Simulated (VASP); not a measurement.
The input files of a VASP run:

INCAR:
```
METAGGA=R2SCAN
ALGO=Normal   # blocked Davidson
IBRION=2   # conjugate gradients
PREC=Accurate
LREAL=.FALSE.
LMIXTAU=.TRUE.
NELM=100   # most electronic steps
ENCUT=400   # plane-wave cut-off (eV)
SYSTEM=CuI
EDIFFG=-0.02
EDIFF=1E-6
LASPH=.TRUE.
ISMEAR=0
LCHARG=.FALSE.
LMAXMIX=4   # l cut-off of mixed one-centre charges
LWAVE=.FALSE.
ISIF=3
SIGMA=0.05
NSW=60   # most ionic steps
```

File KPOINTS:
```
Automatic mesh
0
Gamma
6 6 3
0 0 0
```

POSCAR:
```
CuI
1
    4.2394697643     0.0000000000     0.0000000000
   -2.1197348821     3.6714886867     0.0000000000
    0.0000000000     0.0000000000     6.9853274954
Cu I
2 2
Direct
  0.3333330000   0.6666670000   0.0010522468
  0.6666670000   0.3333330000   0.5010522468
  0.3333330000   0.6666670000   0.3739477532
  0.6666670000   0.3333330000   0.8739477532
```

POTCAR, in this order: Cu I (PBE.64 set). Program: vasp_std.

Question: Translate this r2SCAN calculation to Ansatz.

Answer: One equivalent input (not run):
Ansatz 0.2 input:
```yaml
crystal:
  lattice:
    - [4.2394698, 0.0000000, 0.0000000]
    - [-2.1197349, 3.6714887, 0.0000000]
    - [0.0000000, 0.0000000, 6.9853275]
  atoms:
    - { symbol: Cu, position: [0.3333330, 0.6666670, 0.0010522] }
    - { symbol: Cu, position: [0.6666670, 0.3333330, 0.5010522] }
    - { symbol: I, position: [0.3333330, 0.6666670, 0.3739478] }
    - { symbol: I, position: [0.6666670, 0.3333330, 0.8739478] }
kpoints:
  mp_grid: { grid: [6, 6, 3] }
hamiltonian:
  xc: r2scan
  pseudopotentials: { kind: paw }
scf:
  occupations: { method: gaussian, width: 0.05 }
  max_iter: 100
relax:
  max_steps: 60
  f_tol: 0.02
  cell: {}
output: { forces: true, stress: true, eigenvalues: true }
```
The two are equivalent in intent, not identical: each code has its own PAW files, so the cut-off isn't converted (ENCUT is set for VASP's; basis.ecutwfc is left out, and Ansatz then takes the one that its files recommend); Ansatz stops its SCF on the density residual and VASP on the energy change (EDIFF).

The structure was generated: CuI was put into the wurtzite type (P6_3mc), which need not be its known phase. It was relaxed first, which changed the volume by -11 %. The start is the result of an earlier pass.
